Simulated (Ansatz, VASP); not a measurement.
**Two plane-wave programs on Al3Sb2P**

```
Al Sb P
1.0
     3.41810    0.00000    0.00000
     0.00000    3.41810    0.00000
     0.00000    0.00000   10.21912
Al Sb P
3 2 1
Direct
  0.50000 0.50000 0.18374
  0.50000 0.50000 0.50000
  0.50000 0.50000 0.81625
  0.00000 0.00000 0.33426
  0.00000 0.00000 0.66574
  0.00000 0.00000 0.00000
```

Change from the starting cell: species swapped into the Al3Ni2Pt type (P4/mmm, No. 123).

Alike in both runs: task single point; functional PBE; k mesh 6 × 6 × 2; occupations gaussian, width 0.1 eV; no spin polarisation.

|  | VASP | Ansatz |
| --- | --- | --- |
| version | VASP 6.6.1 | Ansatz 0.2.0 |
| potentials or method | VASP PAW PBE potentials, release 64 (Al, Sb, P) | scalar-relativistic, plane waves, PAW |
| plane-wave cutoff (eV) | 520 | 420 |
| valence electrons in the cell | 24 | 44 |

|  | VASP | Ansatz | Ansatz less VASP |
| --- | --- | --- | --- |
| gap on the k mesh at the Fermi level (eV) | none | none | - |
| pressure (GPa) | 3.3 | 3.2 | -0.12 |
| largest component of the traceless stress (GPa) | 0.95 | 0.96 | +0.007 |
| rms of the force components (eV/Å) | 0.576 | 0.568 | -0.0074 |

Atom by atom the forces differ by 0.008 eV/Å (rms over components). A gap of «none» marks a metal or a gap that the smearing closes. The two sets of potentials don't hold the same shells in valence.

Caveats: forces of over 1 eV/Å show positions far from the minimum, so gaps and moduli don't describe the material at rest. Spin-orbit coupling is left out, which matters for the levels of Sb.
